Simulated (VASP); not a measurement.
These are PBE GGA with spin-orbit coupling, VASP's PBE PAW potentials (set 64) (plane waves; VASP) values and carry that method's errors.

A VASP calculation is set up with these files.

### INCAR
```
SYSTEM  =  Ba
PREC  =  Accurate; ENCUT  =  400; LREAL  =  .False.
LASPH  =  .True.
EDIFF  =  1E-6; NELM  =  100; ALGO  =  Normal
LMAXMIX  =  4
ISMEAR  =  1; SIGMA  =  0.1
GGA  =  PE; GGA_COMPAT  =  .False.
MAGMOM  =  0 0 0
LSORBIT  =  .True.
ISIF  =  2
LWAVE  =  .False.; LCHARG  =  .False.
```

**POSCAR**
```
Ba
1
   -2.5602000000     2.5602000000     2.5602000000
    2.5602000000    -2.5602000000     2.5602000000
    2.5602000000     2.5602000000    -2.5602000000
Ba
1
Direct
  0.0000000000   0.0000000000   0.0000000000
```

File KPOINTS:
```
Automatic mesh
0
Gamma
9 9 9
0 0 0
```

POTCAR, in this order: Ba_sv (PBE.64 set). Program: vasp_ncl.

Task: Predict the energy per atom (σ→0), band gap (on the k-mesh).

Result: 
The energy per atom (σ→0) is -2100 meV/atom and the band gap (on the k-mesh) is none (metal, semimetal or under 0.01 eV).

File OSZICAR:
```
...
DAV:   5    -0.209856407711E+01   -0.15040E-02   -0.15040E-02  1734   0.583E-01    0.152E+00
DAV:   6    -0.209925441734E+01   -0.69034E-03   -0.25838E-03  1666   0.583E-01    0.908E-01
DAV:   7    -0.210031818759E+01   -0.10638E-02   -0.55969E-03  1488   0.924E-01    0.174E-01
DAV:   8    -0.210040300958E+01   -0.84822E-04   -0.15660E-04  2060   0.731E-02    0.363E-02
DAV:   9    -0.210049105832E+01   -0.88049E-04   -0.67982E-05  1534   0.633E-02    0.962E-03
DAV:  10    -0.210049926551E+01   -0.82072E-05   -0.94362E-06  1554   0.238E-02    0.284E-03
DAV:  11    -0.210049940759E+01   -0.14208E-06   -0.12042E-06  1528   0.988E-03
   1 F= -.21004994E+01 E0= -.21001687E+01  d E =-.992131E-03  mag=    -0.0000     0.0000    -0.0000
```

The compound is Ba in the bcc structure. The cell was not relaxed at this level. The run is one of a series of settings (GGA_COMPAT = .FALSE., LSORBIT = .TRUE., MAGMOM = 0 0 0, program vasp_ncl against the base run), some of them coarse on purpose.
